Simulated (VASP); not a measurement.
Level of theory: PBE GGA, VASP's PBE PAW potentials (set 64) (plane waves; VASP 6.6.1).

VASP input:

### KPOINTS
```
k-points along high-symmetry lines
15
Line-mode
Reciprocal
  0.000000   0.000000   0.000000 ! GAMMA
  0.000000   0.500000   0.000000 ! X

  0.000000   0.500000   0.000000 ! X
  0.500000   0.500000   0.000000 ! M

  0.500000   0.500000   0.000000 ! M
  0.000000   0.000000   0.000000 ! GAMMA

  0.000000   0.000000   0.000000 ! GAMMA
  0.500000   0.500000   0.500000 ! R

  0.500000   0.500000   0.500000 ! R
  0.000000   0.500000   0.000000 ! X

  0.500000   0.500000   0.500000 ! R
  0.500000   0.500000   0.000000 ! M
```

**INCAR**
```
! general
SYSTEM  = BaCa3O4
PREC    = Accurate
ENCUT   = 500
LREAL   = .False.   ! projection in real space or not
LASPH   = .True.
ICHARG  = 11   ! fixed density

! electronic loop
EDIFF   = 1E-6   ! SCF stop (eV)
NELM    = 100
ALGO    = Normal   ! blocked Davidson
LMAXMIX = 4

! smearing
ISMEAR  = 0
SIGMA   = 0.05

! functional
GGA     = PE   ! PBE

! output
LWAVE   = .False.
LCHARG  = .False.
```

### POSCAR
```
BaCa3O4
1
    5.1045881039     0.0000000000     0.0000000000
    0.0000000000     5.1045881039     0.0000000000
    0.0000000000     0.0000000000     5.1045881039
Ca O Ba
3 4 1
Direct
  0.0000000000   0.0000000000   0.0000000000
  0.5000000000   0.5000000000   0.0000000000
  0.5000000000   0.0000000000   0.5000000000
  0.5000000000   0.5000000000   0.5000000000
  0.0000000000   0.0000000000   0.5000000000
  0.0000000000   0.5000000000   0.0000000000
  0.5000000000   0.0000000000   0.0000000000
  0.0000000000   0.5000000000   0.5000000000
```

POTCAR, in this order: Ca_sv O Ba_sv (PBE.64 set). Program: vasp_std. Read from the step before: CHGCAR.

The resulting files:

### OSZICAR
```
       N       E                     dE             d eps       ncg     rms          rms(c)
DAV:   1     0.629737096450E+03    0.62974E+03   -0.32129E+04  6840   0.162E+03
DAV:   2     0.132193928977E+02   -0.61652E+03   -0.60047E+03  8202   0.443E+02
DAV:   3    -0.458371429988E+02   -0.59057E+02   -0.56910E+02 10232   0.119E+02
DAV:   4    -0.483604232439E+02   -0.25233E+01   -0.25114E+01 10232   0.233E+01
DAV:   5    -0.484694587030E+02   -0.10904E+00   -0.10890E+00 10146   0.414E+00
DAV:   6    -0.484716358948E+02   -0.21772E-02   -0.21765E-02 10162   0.629E-01
DAV:   7    -0.484717436140E+02   -0.10772E-03   -0.10771E-03  9948   0.108E-01
DAV:   8    -0.484717472348E+02   -0.36208E-05   -0.36205E-05  9202   0.187E-02
DAV:   9    -0.484717474447E+02   -0.20989E-06   -0.20990E-06  5950   0.383E-03
   1 F= -.48471747E+02 E0= -.48471747E+02  d E =-.251328E-22
```

OUTCAR:
```
 val. band max:        2.6680450589   @ k =   0.0000   0.0000   0.0000

 cond. band min:       5.0044576080   @ k =   0.0000   0.0000   0.0000



 k-point     1 :       0.0000    0.0000    0.0000
  band No.  band energies     occupation
      1     -36.8525      2.00000
      2     -36.8083      2.00000
      3     -36.8083      2.00000
      4     -22.1480      2.00000
      5     -17.9919      2.00000
      6     -17.9919      2.00000
      7     -17.9919      2.00000
      8     -17.8488      2.00000
      9     -17.8488      2.00000
     10     -17.8488      2.00000
     11     -17.7626      2.00000
     12     -17.7626      2.00000
     13     -17.7626      2.00000
     14     -13.5235      2.00000
     15     -13.2999      2.00000
     16     -13.2999      2.00000
     17     -13.0994      2.00000
     18      -7.9247      2.00000
     19      -7.9247      2.00000
     20      -7.9247      2.00000
     21       0.6484      2.00000
     22       0.6484      2.00000
     23       0.6484      2.00000
     24       1.2847      2.00000
     25       1.2847      2.00000
     26       1.2847      2.00000
     27       1.5626      2.00000
     28       1.5626      2.00000
     29       1.5626      2.00000
     30       2.6680      2.00000
     31       2.6680      2.00000
     32       2.6680      2.00000
     33       5.0045      0.00000
     34       5.0045      0.00000
     35       5.0045      0.00000
     36       5.4519      0.00000
     37       7.3682      0.00000
     38       7.3682      0.00000

 k-point     2 :       0.0000    0.0357    0.0000
  band No.  band energies     occupation
      1     -36.8523      2.00000
      2     -36.8084      2.00000
      3     -36.8083      2.00000
      4     -22.1478      2.00000
      5     -17.9919      2.00000
      6     -17.9915      2.00000
      7     -17.9915      2.00000
      8     -17.8496      2.00000
      9     -17.8489      2.00000
     10     -17.8489      2.00000
     11     -17.7640      2.00000
...
```

The density is held fixed in this step, so its total energy and stress have no physical meaning. Unless said otherwise, spin-orbit coupling is left out, though it shifts the bands of the heavy elements here.

The structure was generated: BaCa3O4 was put into an ordered model structure (Pm-3m), which need not be its known phase. It was relaxed first, which changed the volume by +7 %.
